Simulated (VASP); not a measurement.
VASP input:

POSCAR:
```
Cd3HgS4
11.8871590
  0.4999999992   0.0000000000   0.0000000000
  0.0000000000   0.4999999992   0.0000000000
  0.0000000000   0.0000000000   0.4999999992
Hg S Cd
1 4 3
Cart
  0.4999999992   0.4999999992   0.4999999992
  0.1259538504   0.1259538504   0.1259538504
  0.3740461489   0.3740461489   0.1259538504
  0.3740461489   0.1259538504   0.3740461489
  0.1259538504   0.3740461489   0.3740461489
  0.2499999996   0.2499999996   0.0000000000
  0.2499999996   0.4999999992   0.2499999996
  0.0000000000   0.2499999996   0.2499999996
```

INCAR:
```
ALGO = Normal
EDIFF = 1E-6
ENCUT = 400
GGA = PE
ISMEAR = 0
LASPH = .True.
LCHARG = .True.
LMAXMIX = 6
LREAL = .False.
LWAVE = .False.
NELM = 100
PREC = Accurate
SIGMA = 0.05
SYSTEM = Cd3HgS4
```

KPOINTS:
```
Automatic mesh
0
Gamma
4 4 4
0 0 0
```

POTCAR, in this order: Hg S Cd (PBE.64 set). Program: vasp_std.

Write an equivalent input for Ansatz.

One equivalent input (not run):
Ansatz 0.2 input:
```yaml
crystal:
  lattice:
    - [5.9435795, 0.0000000, 0.0000000]
    - [0.0000000, 5.9435795, 0.0000000]
    - [0.0000000, 0.0000000, 5.9435795]
  atoms:
    - { symbol: Hg, position: [1.0000000, 1.0000000, 1.0000000] }
    - { symbol: S, position: [0.2519077, 0.2519077, 0.2519077] }
    - { symbol: S, position: [0.7480923, 0.7480923, 0.2519077] }
    - { symbol: S, position: [0.7480923, 0.2519077, 0.7480923] }
    - { symbol: S, position: [0.2519077, 0.7480923, 0.7480923] }
    - { symbol: Cd, position: [0.5000000, 0.5000000, 0.0000000] }
    - { symbol: Cd, position: [0.5000000, 1.0000000, 0.5000000] }
    - { symbol: Cd, position: [0.0000000, 0.5000000, 0.5000000] }
kpoints:
  mp_grid: { grid: [4, 4, 4] }
hamiltonian:
  xc: pbe
  pseudopotentials: { kind: paw }
scf:
  occupations: { method: gaussian, width: 0.05 }
  max_iter: 100
output: { forces: true, stress: true, eigenvalues: true }
```
What does not carry over: each code has its own PAW files, so the cut-off isn't converted (ENCUT is set for VASP's; basis.ecutwfc is left out, and Ansatz then takes the one that its files recommend); Ansatz stops its SCF on the density residual and VASP on the energy change (EDIFF).

The structure was generated: Cd3HgS4 was put into an ordered model structure (P-43m), which need not be its known phase. It was relaxed first, which changed the volume by +6 %.
